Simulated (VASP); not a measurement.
Input for VASP

POSCAR:
```
TaSi2
1
    4.7686300000     0.0000000000     0.0000000000
   -2.3843150000     4.1297550000     0.0000000000
    0.0000000000     0.0000000000     6.5214100000
Ta Si
3 6
Direct
 -0.0043310000   0.4972030000   0.1659730000
  0.5007890000  -0.0046020000   0.4957530000
  0.4982990000   0.4931700000   0.8360760000
  0.8449710000   0.6882850000   0.5048050000
  0.1554070000   0.8385780000   0.8300340000
  0.3214370000   0.1590280000   0.1659280000
  0.1502380000   0.3117750000   0.5007860000
  0.8427740000   0.1672360000   0.8342900000
  0.6904150000   0.8493270000   0.1663530000
```

File KPOINTS:
```
kpoints
0
gamma
  6 6 4
```

### INCAR
```
ALGO  =  Normal
EDIFF  =  1E-6
EDIFFG  =  -0.01
ENCUT  =  300
GGA  =  PE
IBRION  =  2
ISIF  =  3
ISMEAR  =  1
LASPH  =  T
LCHARG  =  F
LMAXMIX  =  6
LREAL  =  F
LWAVE  =  F
NELM  =  100
NSW  =  50
PREC  =  Accurate
SIGMA  =  0.136
SYSTEM  =  TaSi2
```

POTCAR, in this order: Ta_pv Si (PBE.64 set). Program: vasp_std.

Q: Write an equivalent input for Quantum ESPRESSO's pw.x.

A: One equivalent input (not run):
```
&CONTROL
  calculation = 'vc-relax'
  pseudo_dir = './pseudo'
  outdir = './out'
  tprnfor = .true.
  tstress = .true.
  nstep = 50
  forc_conv_thr = 0.00039
/
&SYSTEM
  ibrav = 0
  nat = 9
  ntyp = 2
  ecutwfc = 58
  occupations = 'smearing'
  smearing = 'methfessel-paxton'
  degauss = 0.009996
  input_dft = 'pbe'
/
&ELECTRONS
  conv_thr = 7.3e-08
  electron_maxstep = 100
/
&IONS
/
&CELL
/
ATOMIC_SPECIES
  Ta 180.948 Ta.upf
  Si 28.085 Si.upf
CELL_PARAMETERS angstrom
     4.7686300    0.0000000    0.0000000
    -2.3843150    4.1297550    0.0000000
     0.0000000    0.0000000    6.5214100
ATOMIC_POSITIONS crystal
  Ta  -0.0043310  0.4972030  0.1659730
  Ta   0.5007890 -0.0046020  0.4957530
  Ta   0.4982990  0.4931700  0.8360760
  Si   0.8449710  0.6882850  0.5048050
  Si   0.1554070  0.8385780  0.8300340
  Si   0.3214370  0.1590280  0.1659280
  Si   0.1502380  0.3117750  0.5007860
  Si   0.8427740  0.1672360  0.8342900
  Si   0.6904150  0.8493270  0.1663530
K_POINTS automatic
  6 6 4 0 0 0
```
What does not carry over: the potentials are each code's own (VASP's PAW set, PseudoDojo norm-conserving files in pw.x), so ENCUT and ecutwfc are chosen apart and not converted; conv_thr bounds pw.x's estimated SCF error, while EDIFF bounds the energy change between steps; forc_conv_thr acts on force components and is met together with etot_conv_thr.

The structure comes from a computed database's TaSi2 entry; how it stands against other phases isn't given here. In the starting cell atoms are displaced from their ideal sites. This run relaxes it. The run is one of a series of settings (EDIFFG = -0.01, IBRION = 2, ISIF = 3, NSW = 50 against the base run), some of them coarse on purpose.
